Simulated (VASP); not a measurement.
Here is the system:

```
TiSi2
1.0
    0.00000     4.12107     4.25812
    2.39001     0.00000     4.25812
    2.39001     4.12107     0.00000
Ti Si
2 4
Cartesian
  2.39001   4.12107   4.25812
  3.58502   6.18160   6.38718
  2.39001   6.90047   4.25812
  2.39001   1.34167   4.25812
  1.19501   3.40221   2.12906
  1.19501   0.71886   2.12906
```

These are r2SCAN meta-GGA, VASP's PBE PAW potentials (set 64) (plane waves; VASP 6.6.1) values and carry that method's errors. Numerical set-up: 400 eV cut-off, 9×9×9 Γ-centred mesh, tetrahedra with Blöchl corrections, potentials Ti_sv Si.

Question: What does the run give for the energy per atom (σ→0), band gap (over mesh and band path) with the smallest direct gap where there is one?

Answer: 
| Item | Result |
|---|---|
| band gap (over mesh and band path) | none (metal, semimetal or under 0.01 eV) |
| energy per atom (σ→0) | -10.683 eV/atom |

The absolute energy has meaning only against runs of the same code, potentials and settings.

The structure comes from a computed database's TiSi2 entry (Fddd); how it stands against other phases isn't given here. It was relaxed first.
